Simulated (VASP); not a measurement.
The system is MnSiSe3.

```
CELL_PARAMETERS angstrom
4.83412 0.00000 0.00000
0.00000 4.83412 0.00000
0.00000 0.00000 4.83412
ATOMIC_POSITIONS crystal
Mn 0.00000 0.00000 0.00000
Si 0.50000 0.50000 0.50000
Se 0.00000 0.50000 0.50000
Se 0.50000 0.00000 0.50000
Se 0.50000 0.50000 0.00000
```

The cell was built by a generator and needn't be a form met in nature.

```yaml
Program: VASP 6.6.1
Task: relaxation of cell and atoms
Functional: PBEsol
Dispersion: D3
Potentials_or_basis: VASP PAW PBE potentials, release 64 (Mn_pv, Si, Se)
Cutoff: 600 eV
k_mesh: 5 × 5 × 5
Occupations: fermi-dirac, width 0.05 eV
Spin: collinear spin, ferromagnetic start
Starting_moments: "[4.0, 0.0, 0.0, 0.0, 0.0] μB"
```

At the start: pressure -2.0 GPa; volume 22.59 Å³/atom.

Task: Where does the relaxation end?

Result: Over 4 steps the energy falls by 12.0 meV/atom and the volume is 21.24 Å³/atom (-6.0 %); space group Pm-3m (No. 221, to 0.05 Å); moment 5.23 μB per cell.

Step by step:
| step | energy change (eV) | largest force (eV/Å) | pressure (GPa) | volume (Å³) |
| --- | --- | --- | --- | --- |
| 1 | 0.0000 | 0.0000 | -2.05 | 112.97 |
| 2 | -0.0526 | 0.0000 | -1.10 | 108.31 |
| 3 | -0.0595 | 0.0000 | -0.24 | 106.66 |
| 4 | -0.0598 | 0.0000 | 0.03 | 106.20 |

Final structure:
```
CELL_PARAMETERS angstrom
4.73556 0.00000 0.00000
0.00000 4.73556 0.00000
0.00000 0.00000 4.73556
ATOMIC_POSITIONS crystal
Mn 0.00000 0.00000 0.00000
Si 0.50000 0.50000 0.50000
Se 0.00000 0.50000 0.50000
Se 0.50000 0.00000 0.50000
Se 0.50000 0.50000 0.00000
```

Caveat: the PAW data sets were made with another functional, which shifts forces and pressure a little; a cell with one magnetic atom can't hold antiferromagnetic order, which such compounds often take; pairwise dispersion overbinds metals, which lowers pressure and volume.
